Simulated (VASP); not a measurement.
Input:

```yaml
crystal:
  lattice:
    - [0.00000, 2.85860, 2.85860]
    - [2.85860, 0.00000, 2.85860]
    - [2.85860, 2.85860, 0.00000]
  atoms:
    - { symbol: Ca, position: [0.00000, 0.00000, 0.00000] }
    - { symbol: S, position: [0.50000, 0.50000, 0.50000] }
```

Computed with PBE GGA, VASP's PBE PAW potentials (set 64) (plane waves; VASP 6.6.1). Settings: 400 eV cut-off, 8×8×8 Γ-centred mesh, Gaussian smearing of 0.010 eV, potentials Ca_sv S.

### Question
Give the electronic dielectric tensor ε∞ (DFPT, local fields included).

### Answer

```
5.00  0.00  0.00
0.00  5.00  0.00
0.00  0.00  5.00
```

### Question
Give the Born effective charges.

### Answer

```
atom   Z*xx   Z*yy   Z*zz   mean
----  -----  -----  -----  -----
Ca1    2.37   2.37   2.37   2.37
S2    -2.37  -2.37  -2.37  -2.37
```

The compound is CaS in the rock salt structure. It was relaxed first.
